**Carrying a G0W0 correction from one point to the next in GaP**

A G0W0 run gives corrected levels only at the points of its mesh. If a level is needed elsewhere, it has to be estimated, and one shortcut is to raise all empty levels by the same amount. The table poses both tasks for GaP. Can the levels in its first four rows be worked out from the others, and is one common rise good enough?

VASP 6.6.1, one-shot G0W0 on PBE for zincblende GaP (2-atom cell), without spin polarisation or spin–orbit coupling. PAW potentials Ga_d_GW and P_GW, Γ-centred 4×4×4 k mesh, 149 bands, 60 frequency points, cutoffs 420 eV (plane waves) and 200 eV (response function). Start (PBE) and corrected (G0W0) levels each count from their own highest filled level.

```tsv
row	state k a (reciprocal cell vector)	state k b (reciprocal cell vector)	state k c (reciprocal cell vector)	state band	state start level (eV)	state corrected level (eV)	state weight z
1	?	?	?	top filled	?	?	?
2	?	?	?	first empty	?	?	?
3	?	?	?	top filled	?	?	?
4	?	?	?	first empty	?	?	?
5	0.500	0.000	0.000	top filled	-1.080	-1.132	0.755
6	0.500	0.000	0.000	first empty	1.564	2.332	0.771
7	0.250	0.250	0.000	top filled	-1.621	-1.682	0.748
8	0.250	0.250	0.000	first empty	2.186	2.846	0.773
9	0.500	0.250	0.000	top filled	-1.960	-2.039	0.744
10	0.500	0.250	0.000	first empty	2.448	3.090	0.768
11	-0.250	0.250	0.000	top filled	-1.160	-1.208	0.755
12	-0.250	0.250	0.000	first empty	3.090	3.855	0.760
13	0.500	0.500	0.000	top filled	-2.590	-2.686	0.735
14	0.500	0.500	0.000	first empty	1.690	2.176	0.779
15	-0.250	0.500	0.250	top filled	-3.292	-3.383	0.731
16	-0.250	0.500	0.250	first empty	4.683	5.240	0.754
```

The start level is the PBE energy and the corrected level is the G0W0 energy. Each is counted from the highest filled level of its own kind, so every shift quoted here is relative to the valence top. The three k columns give the position in units of the reciprocal cell vectors. In these units L is (½, 0, 0) and X is (½, ½, 0).

**Which points are hidden**

A 4×4×4 mesh centred on Γ has eight inequivalent points in this lattice, and six are shown. The other two are Γ itself, in rows 1 and 2, and the point halfway from Γ to L, in rows 3 and 4.

**What the correction does**

PBE gives every electron the same local potential, whether its orbital is filled or empty. G0W0 replaces the exchange and correlation part of it by a self-energy, which depends on the orbital and on its energy. Exchange with the filled states lowers a filled orbital more than an empty one, and screening by the other electrons weakens this difference. Empty levels therefore rise relative to filled ones.

In theory, how far a level rises depends on the shape of its orbital as well as on its energy. The known rows show that energy alone is a poor guide: the empty levels at L and X lie only 0.126 eV apart in PBE, yet one rises by 0.768 eV and the other by 0.486 eV. Along a line in k space the orbital changes gradually as long as no other band crosses or comes close. Its correction should then change gradually too, which is what makes a forecast between mesh points possible.

**The forecasts**

*Γ, filled.* GaP has its valence top at Γ, so this level is the zero of both columns.

*Γ, empty.* The run also prints its smallest direct gaps, 1.565 eV in PBE and 2.445 eV in G0W0. All the points shown have wider ones, and so should the point halfway to L, as argued below. These gaps must therefore belong to Γ. That is a deduction from the same run, not a test of any model.

*Halfway to L, filled.* On the way to X, the top filled level has covered 63 % of its fall at the halfway point. I assume the same fraction on the way to L.

*Halfway to L, empty.* In zincblende semiconductors the highest filled and lowest empty bands run nearly parallel over the outer part of the line from Γ to L. The gap at L can thus be carried to the halfway point. For the corrected levels the steps are

$$E_\text{filled} = \frac{-1.682}{-2.686}\times(-1.132) = -0.709\ \text{eV}$$

$$E_\text{empty} = E_\text{filled} + (2.332+1.132) = 2.755\ \text{eV}$$

A second route takes the hump of the empty band between Γ and X and scales it by the squared path length. It gives 2.79 eV.

The last column, the weight $Z$, is the share of an added or removed electron that stays in one sharp level; the rest goes into satellites. Theory ties it to the slope of the self-energy, $Z = 1/(1-\partial\Sigma/\partial E)$, and the slope grows in size away from the gap. Two straight lines in the PBE energy, one for filled and one for empty levels, were fitted to the twelve known rows and extended to the hidden ones.

| Row | PBE (eV) | G0W0 (eV) | Range (eV) | Weight $Z$ |
|---|---|---|---|---|
| 1 | 0 | 0 | ±0.001 | 0.767 ± 0.006 |
| 2 | 1.565 | 2.445 | ±0.001 | 0.775 ± 0.010 |
| 3 | −0.68 | −0.71 | ±0.10 | 0.759 ± 0.005 |
| 4 | 1.97 | 2.76 | ±0.20 | 0.772 ± 0.010 |

The rise in row 4 is the difference between its two forecasts. Errors shared by both cancel in it, so it gets a narrower range: 0.79 ± 0.06 eV. The ranges are judgements of how rough each rule is.

The withheld rows as computed:

```tsv
row	state k a (reciprocal cell vector)	state k b (reciprocal cell vector)	state k c (reciprocal cell vector)	state band	state start level (eV)	state corrected level (eV)	state weight z
1	0.000	0.000	0.000	top filled	0.000	0.000	0.762
2	0.000	0.000	0.000	first empty	1.565	2.445	0.767
3	0.250	0.000	0.000	top filled	-0.638	-0.664	0.760
4	0.250	0.000	0.000	first empty	2.032	2.827	0.768
```

**Hits and misses**

All values fall inside their ranges. The energies in rows 1 and 2 confirm only that the zero and the direct gaps were assigned to the right point.

In row 3 the forecast lies about 0.04 eV too deep at both levels of theory. The band has covered 59 % of its fall halfway to L, a little less than on the way to X. The two directions have different band shapes, and no law makes the fractions equal.

In row 4 the forecast is too low by 0.06 eV in PBE and 0.07 eV in G0W0. More than half of this is inherited from row 3, on which the estimate was built. The parallel-band rule itself did better: the gap halfway is only about 0.03 eV wider than at L. The rise came out at 0.795 eV, close to the forecast.

The weights at Γ are the weakest hits, too high by 0.005 for the filled and 0.008 for the empty level; those halfway to L are off by at most 0.004. The empty level at Γ has a smaller weight than the one at X, although it lies slightly lower in PBE, the energy scale used for the fit. Distance from the gap is thus only part of what sets $Z$.

**Why one common rise fails**

The average rise of the six known empty levels is 0.65 eV. Applied at Γ, it would put the corrected level 0.23 eV too low. The rise shrinks from 0.880 eV at Γ to 0.768 eV at L, and much further towards X.

The lowest empty state in such crystals is mostly s-like at Γ and gains p character towards X. It is plausible that this change governs the unequal rise, but the orbitals were not analysed here.

The consequence is a change of valley. Among the mesh points, the lowest empty level in PBE is at L, practically tied with Γ; in G0W0 it is at X, in line with the known indirect gap of GaP near X. The growth of the gap from 1.564 to 2.176 eV therefore compares two different states and is not the correction of either.

**What to do**

Correct each valley with its own shift, and between two mesh points interpolate along the line that joins them. Halfway to L and halfway to X, the mean of the rises at the two ends comes within 0.03 eV of the computed rise. A point three quarters of the way to L, for example, should rise by between 0.77 and 0.80 eV. The rule does not hold equally well on every line: row 12 lies halfway between Γ and an equivalent X point in the neighbouring zone, and there the mean of the end rises is 0.08 eV too low. A single shift is acceptable only where errors of a few tenths of an eV do no harm.

Before relying on the order of the valleys, converge the run. X lies only 0.156 eV below L after the correction, while bands, cutoffs and mesh are all short of convergence. The cell edge is also roughly one per cent longer than the measured one, which lowers Γ and L relative to X and so favours the PBE order found here. A one-shot correction depends on its starting orbitals and energies as well, so a second starting functional is a useful test. For the gap itself, use a finer mesh, since the true minimum lies slightly off X, and include spin–orbit coupling, which would narrow the gap by a few hundredths of an eV.

The printed output below lists every forecast beside its computed value.

Numerical output:

```
Forecast and computed levels in eV:
  row    k_a  PBE_forecast     PBE  PBE_miss  GW_forecast      GW   GW_miss  error_bar   shift
    1      0             0       0         0            0       0         0      0.001       0
    2      0         1.565   1.565   -0.0003        2.445   2.445    0.0004      0.001    0.88
    3   0.25       -0.6759  -0.638  -0.03794      -0.7089  -0.664  -0.04487        0.1  -0.026
    4   0.25         1.968   2.032  -0.06394        2.755   2.827  -0.07187        0.2   0.795
    5    0.5         -1.08   -1.08         0       -1.132  -1.132         0          0  -0.052
    6    0.5         1.564   1.564         0        2.332   2.332         0          0   0.768
    7   0.25        -1.621  -1.621         0       -1.682  -1.682         0          0  -0.061
    8   0.25         2.186   2.186         0        2.846   2.846         0          0    0.66
    9    0.5         -1.96   -1.96         0       -2.039  -2.039         0          0  -0.079
   10    0.5         2.448   2.448         0         3.09    3.09         0          0   0.642
   11  -0.25         -1.16   -1.16         0       -1.208  -1.208         0          0  -0.048
   12  -0.25          3.09    3.09         0        3.855   3.855         0          0   0.765
   13    0.5         -2.59   -2.59         0       -2.686  -2.686         0          0  -0.096
   14    0.5          1.69    1.69         0        2.176   2.176         0          0   0.486
   15  -0.25        -3.292  -3.292         0       -3.383  -3.383         0          0  -0.091
   16  -0.25         4.683   4.683         0         5.24    5.24         0          0   0.557
Fraction of the fall to X reached halfway in PBE: 0.6259
Gap at L in PBE (eV): 2.644
Gap at L in G0W0 (eV): 3.464
Forecast rise of the empty level halfway to L (eV): 0.7871
Rival scaled-hump estimate of row 4 in PBE (eV): 1.983
Rival scaled-hump estimate of row 4 in G0W0 (eV): 2.79
Mean rise of the six known empty levels (eV): 0.6463
Uniform-rise estimate of row 2 in G0W0 (eV): 2.211
Uniform-rise estimate less computed value for row 2 (eV): -0.234
L level less X level in PBE (eV): -0.126
L level less X level in G0W0 (eV): 0.156
fit of state_weight_z on 12 rows: coefficient of fil 0.7672 +/- 0.0034, coefficient of emp 0.7864 +/- 0.0033, coefficient of fil*fks 0.01156 +/- 0.0016, coefficient of emp*fks -0.007228 +/- 0.0012; rms 0.00251, worst 14 -0.00485, leave-one-out rms 0.00431
  rows outside the fit (model, value, miss): 1 0.7672, 0.762, 0.00522; 2 0.7751, 0.767, 0.00806; 3 0.7594, 0.76, -0.000595; 4 0.7721, 0.768, 0.00414
```
